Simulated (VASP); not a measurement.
A VASP calculation is set up with these files.

KPOINTS:
```
K-points
0
gamma
 9 9 9
0 0 0
```

POSCAR:
```
Be2C
1
    0.0000000000     2.1572176978     2.1572176978
    2.1572176978     0.0000000000     2.1572176978
    2.1572176978     2.1572176978     0.0000000000
Be C
2 1
Direct
  0.2500000000   0.2500000000   0.2500000000
  0.7500000000   0.7500000000   0.7500000000
  0.0000000000   0.0000000000   0.0000000000
```

### INCAR
```
SYSTEM=Be2C
PREC=Accurate; ENCUT=520; LREAL=.FALSE.
LASPH=.TRUE.
EDIFF=1E-7; NELM=100; ALGO=Normal
ISMEAR=0; SIGMA=0.05
ISIF=2
LWAVE=.FALSE.; LCHARG=.FALSE.
```

POTCAR, in this order: Be C (LDA.64 set). Program: vasp_std.

### Question
Write an equivalent input for Ansatz.

### Answer
One equivalent input (not run):
Ansatz 0.2 input:
```yaml
crystal:
  lattice:
    - [0.0000000, 2.1572177, 2.1572177]
    - [2.1572177, 0.0000000, 2.1572177]
    - [2.1572177, 2.1572177, 0.0000000]
  atoms:
    - { symbol: Be, position: [0.2500000, 0.2500000, 0.2500000] }
    - { symbol: Be, position: [0.7500000, 0.7500000, 0.7500000] }
    - { symbol: C, position: [0.0000000, 0.0000000, 0.0000000] }
kpoints:
  mp_grid: { grid: [9, 9, 9] }
hamiltonian:
  xc: lda
  pseudopotentials: { kind: paw }
scf:
  occupations: { method: gaussian, width: 0.05 }
  max_iter: 100
output: { forces: true, stress: true, eigenvalues: true }
```
Limits of the translation: each code has its own PAW files, so the cut-off isn't converted (ENCUT is set for VASP's; basis.ecutwfc is left out, and Ansatz then takes the one that its files recommend); Ansatz stops its SCF on the density residual and VASP on the energy change (EDIFF); Ansatz's lda is the Perdew-Wang form, while the LDA potentials of VASP carry Perdew-Zunger's.

The compound is Be2C in the antifluorite structure. This cell is one point of a volume scan, at 1.03 of the reference volume.
